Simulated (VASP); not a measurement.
Computed with PBE GGA, VASP's PBE PAW potentials (set 64) (plane waves; VASP).

VASP input:

**KPOINTS**
```
Automatic mesh
0
Gamma
4 4 4
0 0 0
```

**INCAR**
```
# general
SYSTEM  = YTc2
PREC    = Accurate
ENCUT   = 300   # plane-wave cut-off (eV)
LREAL   = .FALSE.   # projection in real space or not
LASPH   = .TRUE.   # aspherical one-centre terms

# electronic loop
EDIFF   = 1E-6   # SCF stop (eV)
NELM    = 100
ALGO    = Normal   # blocked Davidson
LMAXMIX = 4   # l cut-off of mixed one-centre charges

# smearing
ISMEAR  = 0   # Gaussian
SIGMA   = 0.272

# functional
GGA     = PE

# ions
IBRION  = 2   # conjugate gradients
NSW     = 50   # most ionic steps
ISIF    = 3   # ions, shape and volume
EDIFFG  = -0.01

# output
LWAVE   = .FALSE.
LCHARG  = .FALSE.
```

File POSCAR:
```
YTc2
1
    0.0000000000     3.9353530000     3.9353530000
    3.9353530000     0.0000000000     3.9353530000
    3.9353530000     3.9353530000     0.0000000000
Tc Y
4 2
Direct
  0.1250000000   0.1250000000   0.1250000000
  0.6250000000   0.1250000000   0.1250000000
  0.1250000000   0.6250000000   0.1250000000
  0.1250000000   0.1250000000   0.6250000000
  0.7500000000   0.7500000000   0.7500000000
  0.5000000000   0.5000000000   0.5000000000
```

POTCAR, in this order: Tc_pv Y_sv (PBE.64 set). Program: vasp_std.

The run wrote:

OSZICAR:
```
       N       E                     dE             d eps       ncg     rms          rms(c)
DAV:   1     0.649675259940E+03    0.64968E+03   -0.32572E+04   768   0.113E+03
DAV:   2    -0.191836772590E+02   -0.66886E+03   -0.65627E+03   736   0.391E+02
DAV:   3    -0.565168294139E+02   -0.37333E+02   -0.36124E+02  1184   0.827E+01
DAV:   4    -0.581383028645E+02   -0.16215E+01   -0.16031E+01  1016   0.136E+01
DAV:   5    -0.581683500933E+02   -0.30047E-01   -0.29821E-01   900   0.208E+00    0.583E+01
DAV:   6    -0.555900057110E+02    0.25783E+01   -0.15774E+01   876   0.185E+01    0.213E+01
DAV:   7    -0.551229020844E+02    0.46710E+00   -0.75459E+00   984   0.762E+00    0.236E+01
DAV:   8    -0.547892623919E+02    0.33364E+00   -0.26193E+00   900   0.678E+00    0.576E+00
DAV:   9    -0.547915079382E+02   -0.22455E-02   -0.13941E-01   836   0.190E+00    0.776E-01
DAV:  10    -0.547886517530E+02    0.28562E-02   -0.35203E-02  1052   0.512E-01    0.248E-01
DAV:  11    -0.547886549226E+02   -0.31696E-05   -0.57573E-03   868   0.246E-01    0.158E-01
DAV:  12    -0.547884733380E+02    0.18158E-03   -0.11906E-03   872   0.104E-01    0.167E-02
DAV:  13    -0.547884796137E+02   -0.62756E-05   -0.56445E-05   900   0.244E-02    0.306E-02
DAV:  14    -0.547884804345E+02   -0.82086E-06   -0.11257E-05   756   0.962E-03    0.152E-02
DAV:  15    -0.547884792980E+02    0.11366E-05   -0.56410E-06   688   0.622E-03    0.177E-03
DAV:  16    -0.547884792569E+02    0.41073E-07   -0.29163E-07   392   0.211E-03
   1 F= -.54788479E+02 E0= -.54646904E+02  d E =-.547885E+02
       N       E                     dE             d eps       ncg     rms          rms(c)
DAV:   1    -0.118692824198E+03   -0.63904E+02   -0.14996E+03   744   0.246E+02    0.108E+02
DAV:   2    -0.589947639030E+02    0.59698E+02   -0.30100E+02   808   0.994E+01    0.305E+01
DAV:   3    -0.535778732766E+02    0.54169E+01   -0.16632E+01   840   0.209E+01    0.121E+01
DAV:   4    -0.528944701174E+02    0.68340E+00   -0.91007E+00  1012   0.132E+01    0.135E+01
DAV:   5    -0.537736365440E+02   -0.87917E+00   -0.35462E+00   820   0.706E+00    0.987E+00
DAV:   6    -0.535621667555E+02    0.21147E+00   -0.28294E+00  1004   0.588E+00    0.215E+00
DAV:   7    -0.536298640633E+02   -0.67697E-01   -0.35650E-01   980   0.226E+00    0.196E+00
DAV:   8    -0.536263858020E+02    0.34783E-02   -0.35364E-02   788   0.741E-01    0.698E-01
DAV:   9    -0.536252611159E+02    0.11247E-02   -0.12938E-02   972   0.380E-01    0.226E-01
DAV:  10    -0.536252648436E+02   -0.37277E-05   -0.98803E-04   852   0.105E-01    0.581E-02
DAV:  11    -0.536252496195E+02    0.15224E-04   -0.65106E-05   816   0.423E-02    0.831E-03
DAV:  12    -0.536252511656E+02   -0.15461E-05   -0.41406E-06   772   0.745E-03    0.379E-03
DAV:  13    -0.536252512812E+02   -0.11552E-06   -0.13792E-07   372   0.170E-03
   2 F= -.53625251E+02 E0= -.53497143E+02  d E =0.116323E+01
       N       E                     dE             d eps       ncg     rms          rms(c)
DAV:   1    -0.843492823354E+02   -0.30724E+02   -0.72508E+02   824   0.198E+02    0.609E+01
DAV:   2    -0.641063628543E+02    0.20243E+02   -0.28847E+02   924   0.696E+01    0.550E+01
DAV:   3    -0.553421902681E+02    0.87642E+01   -0.10110E+02   972   0.264E+01    0.123E+01
DAV:   4    -0.549084804535E+02    0.43371E+00   -0.68674E+00   920   0.114E+01    0.747E+00
DAV:   5    -0.551126084778E+02   -0.20413E+00   -0.68419E-01  1000   0.236E+00    0.386E+00
DAV:   6    -0.552414293283E+02   -0.12882E+00   -0.20651E-01  1008   0.136E+00    0.109E+00
DAV:   7    -0.552891495174E+02   -0.47720E-01   -0.60872E-02  1080   0.705E-01    0.339E-01
DAV:   8    -0.552908650122E+02   -0.17155E-02   -0.47464E-03   996   0.245E-01    0.153E-01
DAV:   9    -0.552908427892E+02    0.22223E-04   -0.23595E-04   848   0.560E-02    0.367E-02
DAV:  10    -0.552908384326E+02    0.43566E-05   -0.40809E-05   956   0.218E-02    0.188E-02
DAV:  11    -0.552908379373E+02    0.49531E-06   -0.69721E-06   776   0.135E-02
   3 F= -.55290838E+02 E0= -.55158167E+02  d E =-.502359E+00
       N       E                     dE             d eps       ncg     rms          rms(c)
DAV:   1    -0.553080880549E+02   -0.17250E-01   -0.35869E-01   816   0.409E+00    0.162E+00
DAV:   2    -0.552971751829E+02    0.10913E-01   -0.16180E-01   880   0.174E+00    0.120E+00
DAV:   3    -0.552920784587E+02    0.50967E-02   -0.25844E-02   940   0.517E-01    0.168E-01
DAV:   4    -0.552917286006E+02    0.34986E-03   -0.36762E-03   988   0.256E-01    0.185E-01
DAV:   5    -0.552918512931E+02   -0.12269E-03   -0.34129E-04   888   0.580E-02    0.757E-02
DAV:   6    -0.552919402277E+02   -0.88935E-04   -0.22496E-04  1036   0.560E-02    0.239E-02
DAV:   7    -0.552919507748E+02   -0.10547E-04   -0.12138E-05   808   0.128E-02    0.832E-03
DAV:   8    -0.552919558917E+02   -0.51169E-05   -0.58537E-06   796   0.689E-03    0.207E-03
DAV:   9    -0.552919562264E+02   -0.33467E-06   -0.31876E-07   364   0.229E-03
   4 F= -.55291956E+02 E0= -.55159565E+02  d E =-.503477E+00
       N       E                     dE             d eps       ncg     rms          rms(c)
DAV:   1    -0.552961881962E+02   -0.42323E-02   -0.95919E-02   808   0.212E+00    0.837E-01
DAV:   2    -0.552932736356E+02    0.29146E-02   -0.42983E-02   872   0.895E-01    0.622E-01
DAV:   3    -0.552919215608E+02    0.13521E-02   -0.69762E-03   932   0.267E-01    0.864E-02
DAV:   4    -0.552918312899E+02    0.90271E-04   -0.97850E-04   980   0.133E-01    0.954E-02
DAV:   5    -0.552918666207E+02   -0.35331E-04   -0.90156E-05   900   0.297E-02    0.393E-02
DAV:   6    -0.552918935850E+02   -0.26964E-04   -0.59627E-05  1020   0.288E-02    0.123E-02
DAV:   7    -0.552918972265E+02   -0.36415E-05   -0.33827E-06   716   0.679E-03    0.407E-03
DAV:   8    -0.552918990416E+02   -0.18151E-05   -0.13576E-06   528   0.357E-03    0.118E-03
DAV:   9    -0.552918992095E+02   -0.16788E-06   -0.20824E-07   360   0.168E-03
   5 F= -.55291899E+02 E0= -.55159652E+02  d E =-.503420E+00
       N       E                     dE             d eps       ncg     rms          rms(c)
DAV:   1    -0.553025045519E+02   -0.10606E-01   -0.23867E-01   808   0.334E+00    0.132E+00
DAV:   2    -0.552953601438E+02    0.71444E-02   -0.10770E-01   880   0.141E+00    0.987E-01
DAV:   3    -0.552919189371E+02    0.34412E-02   -0.18263E-02   924   0.426E-01    0.134E-01
DAV:   4    -0.552916831316E+02    0.23581E-03   -0.24146E-03   980   0.210E-01    0.143E-01
DAV:   5    -0.552917488508E+02   -0.65719E-04   -0.21207E-04   888   0.451E-02    0.637E-02
DAV:   6    -0.552917906193E+02   -0.41769E-04   -0.15379E-04  1020   0.447E-02    0.177E-02
DAV:   7    -0.552917922245E+02   -0.16052E-05   -0.59918E-06   732   0.938E-03    0.804E-03
DAV:   8    -0.552917924876E+02   -0.26309E-06   -0.34802E-06   700   0.570E-03
   6 F= -.55291792E+02 E0= -.55159317E+02  d E =0.106722E-03
       N       E                     dE             d eps       ncg     rms          rms(c)
DAV:   1    -0.552959068942E+02   -0.41147E-02   -0.87511E-02   808   0.202E+00    0.799E-01
DAV:   2    -0.552932402258E+02    0.26667E-02   -0.39355E-02   880   0.856E-01    0.592E-01
DAV:   3    -0.552920042854E+02    0.12359E-02   -0.63756E-03   932   0.255E-01    0.820E-02
DAV:   4    -0.552919231958E+02    0.81090E-04   -0.89258E-04   988   0.127E-01    0.911E-02
DAV:   5    -0.552919555368E+02   -0.32341E-04   -0.81772E-05   892   0.282E-02    0.377E-02
DAV:   6    -0.552919804755E+02   -0.24939E-04   -0.54330E-05  1024   0.275E-02    0.117E-02
DAV:   7    -0.552919837896E+02   -0.33141E-05   -0.30202E-06   688   0.648E-03    0.393E-03
DAV:   8    -0.552919855157E+02   -0.17261E-05   -0.12650E-06   532   0.346E-03    0.114E-03
DAV:   9    -0.552919856813E+02   -0.16561E-06   -0.19656E-07   356   0.161E-03
   7 F= -.55291986E+02 E0= -.55159649E+02  d E =-.864719E-04
```

OUTCAR:
```
------------------------ aborting loop because EDIFF is reached ----------------------------------------
  FORCE on cell =-STRESS in cart. coord.  units (eV):
  Direction    XX          YY          ZZ          XY          YZ          ZX
  --------------------------------------------------------------------------------------
  Total        0.0048716      0.0048716      0.0048716     -0.0000000      0.0000000     -0.0000000
  in kB        0.0704885      0.0704885      0.0704885     -0.0000000      0.0000000     -0.0000000
  external PRESSURE =       0.0704885 kB  Pullay stress =       0.0000000 kB
  volume of cell :      110.73
      direct lattice vectors                 reciprocal lattice vectors
     0.000000000  3.811350759  3.811350759    -0.131187086  0.131187086  0.131187086
     3.811350759 -0.000000000  3.811350759     0.131187086 -0.131187086  0.131187086
     3.811350759  3.811350759  0.000000000     0.131187086  0.131187086 -0.131187086
 POSITION                                       TOTAL-FORCE (eV/Angst)
 -----------------------------------------------------------------------------------
      0.95284      0.95284      0.95284        -0.000000      0.000000     -0.000000
      0.95284      2.85851      2.85851        -0.000000      0.000000      0.000000
      2.85851      0.95284      2.85851        -0.000000      0.000000     -0.000000
      2.85851      2.85851      0.95284        -0.000000      0.000000     -0.000000
      5.71703      5.71703      5.71703         0.000000      0.000000      0.000000
      3.81135      3.81135      3.81135        -0.000000     -0.000000     -0.000000
 -----------------------------------------------------------------------------------
    total drift:                                0.000000      0.000000      0.000000
  FREE ENERGIE OF THE ION-ELECTRON SYSTEM (eV)
  ---------------------------------------------------
  free  energy   TOTEN  =       -55.2919856813 eV

  energy  without entropy=      -55.0273132922  energy(sigma->0) =      -55.15964949

 reached required accuracy - stopping structural energy minimisation
```
(Selected blocks of OUTCAR.)

**CONTCAR**
```
YTc2
   1.00000000000000
     0.0000000000000000    3.8113507585716309    3.8113507585716309
     3.8113507585716309   -0.0000000000000000    3.8113507585716309
     3.8113507585716309    3.8113507585716309    0.0000000000000000
  Tc              Y
     4     2
Direct
     0.1250000000000000    0.1250000000000000    0.1250000000000000
     0.6250000000000000    0.1250000000000000    0.1250000000000000
     0.1250000000000000    0.6250000000000000    0.1250000000000000
     0.1250000000000000    0.1250000000000000    0.6250000000000000
     0.7500000000000000    0.7500000000000000    0.7500000000000000
     0.5000000000000000    0.5000000000000000    0.5000000000000000
```

At this cut-off the stress carries a Pulay error, which pulls relaxed volumes low. Energy and stress use the plane-wave basis of the starting cell.

The structure was generated: YTc2 was put into an ordered model structure, which need not be its known phase. This run relaxes it. Symmetry was kept, so distortions that lower it aren't found. The k-mesh is coarse (spacing up to 0.36 per Å, 2π included), so the numbers may not be converged in it. The run is one of a series of settings (EDIFFG = -0.01, IBRION = 2, ISIF = 3, NSW = 50 against the base run), some of them coarse on purpose.
